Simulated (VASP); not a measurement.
# GaB (P4/mmm) in VASP: notebook, part 3 of 3

VASP 6.6.1.

## Step 4: RPA correlation energy, PBE (volume scaled by 0.96)

Input file POSCAR:

```
GaB
1.0
    2.6815025236      0.0000000000      0.0000000000
    0.0000000000      2.6815025236      0.0000000000
    0.0000000000      0.0000000000      3.1924720708
Ga B
1 1
Direct
    0.5000000000      0.5000000000      0.5000000000
    0.0000000000      0.0000000000      0.0000000000
```

Input file INCAR.step1:

```
PREC = Accurate
ENCUT = 350
EDIFF = 1E-8
ISMEAR = 0
SIGMA = 0.05
LREAL = F
LASPH = T
NELM = 80
ALGO = Normal
LWAVE = T
LCHARG = F
GGA = PE
```

Input file INCAR.step2:

```
PREC = Accurate
ENCUT = 350
EDIFF = 1E-8
ISMEAR = 0
SIGMA = 0.05
LREAL = F
LASPH = T
NELM = 1
ALGO = EIGENVAL
LWAVE = F
LCHARG = F
GGA = PE
LHFCALC = T
AEXX = 1.0
ALDAC = 0.0
AGGAC = 0.0
ISTART = 1
PRECFOCK = Fast
```

Input file INCAR.step3:

```
PREC = Accurate
ENCUT = 350
EDIFF = 1E-8
ISMEAR = 0
SIGMA = 0.05
LREAL = F
LASPH = T
NELM = 1
ALGO = Exact
LWAVE = T
LCHARG = F
GGA = PE
NBANDS = 353
LOPTICS = T
ISTART = 1
```

Input file INCAR.step4:

```
PREC = Accurate
ENCUT = 350
EDIFF = 1E-8
ISMEAR = 0
SIGMA = 0.05
LREAL = F
LASPH = T
NELM = 80
ALGO = ACFDT
LWAVE = F
LCHARG = F
GGA = PE
NBANDS = 353
ENCUTGW = 200
NOMEGA = 12
ISTART = 1
PRECFOCK = Fast
```

Input file KPOINTS:

```
regular mesh
0
Gamma
  5 5 4
```

Potentials or basis: VASP PAW PBE potentials, release 64 (Ga_d_GW, B_GW).

The run is started by

```sh
$ cat potpaw_PBE.64/Ga_d_GW/POTCAR potpaw_PBE.64/B_GW/POTCAR > POTCAR
$ cp INCAR.step1 INCAR
$ mpirun -np 1 vasp_std > vasp.out
$ cp INCAR.step2 INCAR
$ mpirun -np 1 vasp_std > vasp.out
$ cp INCAR.step3 INCAR
$ mpirun -np 1 vasp_std > vasp.out
$ cp INCAR.step4 INCAR
$ mpirun -np 1 vasp_std > vasp.out
```

OUTCAR:

```text
PREC = Accurate
   ENCUT = 350
   EDIFF = 1E-8
   ISMEAR = 0
   LREAL = F
   LASPH = T
   NELM = 80
   GGA = PE
   ENCUTGW = 200
   ISTART = 1
   PRECFOCK = Fast

 ion  position               nearest neighbor table
   1  0.500  0.500  0.500-   2 2.48   2 2.48   2 2.48   2 2.48   2 2.48   2 2.48   2 2.48   2 2.48

   2  0.000  0.000  0.000-   1 2.48   1 2.48   1 2.48   1 2.48   1 2.48   1 2.48   1 2.48   1 2.48

  LATTYP: Found a simple tetragonal cell.
 ALAT       =     2.6815025236
 C/A-ratio  =     1.1905534463

  Lattice vectors:

 A1 = (   2.6815025236,   0.0000000000,   0.0000000000)
 A2 = (   0.0000000000,   2.6815025236,   0.0000000000)
 A3 = (   0.0000000000,   0.0000000000,   3.1924720708)

Analysis of symmetry for initial positions (statically):
=====================================================================
 Subroutine PRICEL returns:
 Original cell was already a primitive cell.

 Routine SETGRP: Setting up the symmetry group for a
 simple tetragonal supercell.

 Subroutine GETGRP returns: Found 16 space group operations
 (whereof 16 operations were pure point group operations)
 out of a pool of 16 trial point group operations.

The static configuration has the point symmetry D_4h.
[... 118 lines left out ...]
   NUPDOWN=      -1.0000    fix difference up-down
   EMIN   =  10.00;   EMAX   =-10.00  energy-range for DOS
   EFERMI =   0.00;   METHOD = LEGACY
   ISMEAR =     0;   SIGMA  =   0.05  broadening in eV -4-tet -1-fermi 0-gaus
   EFERMI_NEDOS =   21; number of points for ismear=-14 and -15
   IALGO  =     38    algorithm
   IMIX   =      4    mixing-type and parameters
     AMIX     =   0.40;   BMIX     =  1.00
     AMIX_MAG =   1.60;   BMIX_MAG =  1.00
  volume/ion in A,a.u.               =      11.48        77.46
  Fermi-wavevector in a.u.,A,eV,Ry     =   1.451511  2.742958 28.665898  2.106884
  Thomas-Fermi vector in A             =   2.569000
   LORBIT       =      0    0 simple, 1 ext, 2 COOP (PROOUT), +10 PAW based schemes
   GGA     = PE    functional components
   LHFCALC =     T    Hartree Fock is set to
   PRECFOCK=fast      Normal, Fast or Accurate (Low or Medium for compatibility)
   ENCUT4O =  -1.0   cutoff for four orbital integrals eV
   NKREDX  =     1    reduce k-point grid by
   NKREDY  =     1    reduce k-point grid by
   NKREDZ  =     1    reduce k-point grid by
   AEXX    =    1.0000 exact exchange contribution
   HFSCREEN=    0.0000 screening length (either q_TF or 0.3 A-1)
   HFSCREENC=   0.0000 screening length for correlation (either q_TF or 0.3 A-1)
   ENCUTFOCK=  -1.0 apply spherical cutoff to Coloumb kernel
   IVDW    =     0    specifies the selected vdW correction
   LEPSILON=     F    determine dielectric tensor
   LRPA    =     F    only Hartree local field effects (RPA)
   LRPAFORCE           =     F    calculate RPA forces
   ENCUTGW             = 200.0    cutoff for response function in eV
   ENCUTGWSOFT         = 160.0    soft cutoff for Coulomb kernel in GW response function in eV
   ENCUTLF             =  -1.0    cutoff for local field effects
   NELMGW              =     1    number of iterations in solving QP/BSE equation
   NELMHF              =     1    number of iterations in the inner HF iteration
   NKREDLFX            =     1    NKREDLFY  =   1   NKREDLFZ  =   1
 non-spin polarized calculation
 Gauss-broadening in eV      SIGMA  =   0.05
  energy-cutoff  :      350.00
  volume of cell :       22.96
 maximum number of plane-waves:       353
  NGX = 10; NGY = 10; NGZ = 12
   NGX =  9   NGY =  9   NGZ =  9
 maximum number of plane-waves:       156

      cutoff energy     smooth cutoff   RPA   correlation   Hartree contr. to MP2
---------------------------------------------------------------------------------
            200.000           160.000      -16.7479586406     -141.3891968883
            190.476           152.381      -16.6105636458     -141.1606264406
            181.406           145.125      -16.4636580303     -140.9171869771
            172.768           138.214      -16.3077760473     -140.6602423862
            164.541           131.632      -16.1434042996     -140.3913088145
            156.705           125.364      -15.9720328694     -140.1129801655
            149.243           119.394      -15.7936874787     -139.8259195016
            142.136           113.709      -15.6106786097     -139.5344933854
  linear regression
  converged value                          -18.4409107425     -144.1448455848
```

It took 4.6 min on 1 thread of Intel Xeon 6975P-C (Granite Rapids), shared host; peak memory 0.36 GiB.

The run converged, but a check on its numbers failed (symmetry, net force, bounds or a known fault of this set-up), so they aren't taken as properties of the crystal.

Caveat: the k mesh is coarse (spacing up to 0.49 Å⁻¹), so the values aren't converged; the cutoff lies under the usual one of these potentials, so the numbers hold a large basis-set error; the ground state has no gap, which makes the many-body step unreliable.
